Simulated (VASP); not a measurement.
Given:

```
CeO2
1.0
    0.00000     2.76153     2.76153
    2.76153     0.00000     2.76153
    2.76153     2.76153     0.00000
Ce O
1 2
Direct
  0.00000   0.00000   0.00000
  0.25000   0.25000   0.25000
  0.75000   0.75000   0.75000
```

These are LDA (Ceperley-Alder, Perdew-Zunger), VASP's LDA PAW potentials (set 64) (plane waves; VASP 6.6.1) values and carry that method's errors. Settings: 400 eV cut-off, 10×10×10 Γ-centred mesh, Fermi-Dirac smearing of 0.050 eV, potentials Ce O.

### Question
Give the energies of bands 7 to 15 at the high-symmetry points, in eV from the valence-band maximum.

### Answer

| band | Γ | X | U | L | W |
|---|---|---|---|---|---|
| 7 | -3.57 | -3.73 | -3.11 | -2.74 | -2.79 |
| 8 | -3.57 | -1.20 | -1.68 | -2.74 | -2.22 |
| 9 | -3.57 | -1.20 | -1.26 | -1.24 | -1.01 |
| 10 | -0.55 | -0.68 | -1.26 | -1.17 | -1.01 |
| 11 | -0.55 | -0.68 | -0.67 | -0.77 | -0.64 |
| 12 | -0.55 | -0.54 | -0.26 | -0.77 | -0.56 |
| 13 | 1.97 | 1.73 | 1.78 | 1.71 | 1.78 |
| 14 | 1.97 | 1.83 | 1.86 | 1.86 | 1.87 |
| 15 | 1.97 | 1.83 | 1.88 | 1.86 | 1.87 |

The gap is indirect, 1.71 eV, from the valence maximum at K-Γ at 0.33 to the conduction minimum at L.

The structure is a typed CeO2 crystal. The cell was not relaxed at this level. The run is not spin-polarised, so no magnetic state was tried.
